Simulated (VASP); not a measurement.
The system is LiTl2B6.

```
Li Tl B
1.0
     0.00000    3.92569    3.92569
     3.92569    0.00000    3.92569
     3.92569    3.92569    0.00000
Li Tl B
1 2 6
Direct
  0.00000 0.00000 0.00000
  0.75000 0.75000 0.75000
  0.25000 0.25000 0.25000
  0.79786 0.79786 0.20214
  0.20214 0.79786 0.20214
  0.79786 0.20214 0.20214
  0.20214 0.20214 0.79786
  0.79786 0.20214 0.79786
  0.20214 0.79786 0.79786
```

The cell was built by a generator and needn't be a form met in nature.

The cell isn't the ideal one: species swapped into the K2H6Pt type (Fm-3m, No. 225).

- Program: VASP 6.6.1
- Task: relaxation of cell and atoms
- Functional: PBE
- Potentials or basis: VASP PAW PBE potentials, release 64 (Li_sv, Tl_d, B)
- Cutoff: 600 eV
- k mesh: 4 × 4 × 4
- Occupations: gaussian, width 0.1 eV
- Spin: no spin polarisation

At the start: pressure 11.0 GPa; volume 13.44 Å³/atom.

Where does the relaxation end?

Over 41 steps the energy falls by 1694.7 meV/atom and the volume is 16.93 Å³/atom (+25.9 %); space group Fm-3m (No. 225, to 0.05 Å).

Step by step:
```csv
step,energy change (eV),largest force (eV/Å),pressure (GPa),volume (Å³)
1,0.0000,2.3185,11.02,121.00
3,-1.6652,0.7431,-3.30,143.79
5,-2.0548,0.8613,-3.45,139.06
7,-7.3237,3.8300,21.26,91.79
9,-4.0285,3.5027,27.46,90.88
11,-0.3171,1.4211,134.34,66.14
13,-3.4386,4.1314,74.65,75.14
15,-3.6729,4.3166,64.59,77.43
17,-3.7439,4.2452,66.82,76.87
19,-3.8908,3.7584,78.00,74.40
21,-4.3457,3.6189,75.54,74.89
23,-6.2266,3.0572,66.12,77.11
25,-10.7316,1.1696,47.86,86.46
27,-12.3249,2.0469,34.28,94.65
29,-14.2507,1.1911,3.89,112.70
31,-14.3652,1.2887,1.76,115.84
33,-14.9649,0.2995,2.22,129.53
35,-15.0446,0.4154,4.17,134.60
37,-15.1950,0.4510,2.76,144.45
39,-15.2501,0.1463,0.20,153.14
41,-15.2520,0.0084,0.04,152.36
```

Final structure:
```
Li Tl B
1.0
     0.00000    4.23921    4.23921
     4.23921    0.00000    4.23921
     4.23921    4.23921    0.00000
Li Tl B
1 2 6
Direct
  0.00000 0.00000 0.00000
  0.75000 0.75000 0.75000
  0.25000 0.25000 0.25000
  0.64453 0.64453 0.35547
  0.35547 0.64453 0.35547
  0.64453 0.35547 0.35547
  0.35547 0.35547 0.64453
  0.64453 0.35547 0.64453
  0.35547 0.64453 0.64453
```

Caveat: the cutoff is under 1.25 times the usual one of these potentials, so pressure, stress and relaxed cells hold a basis-set (Pulay) error; the volume moved by over 15 % at a fixed basis, so the end points are rough.
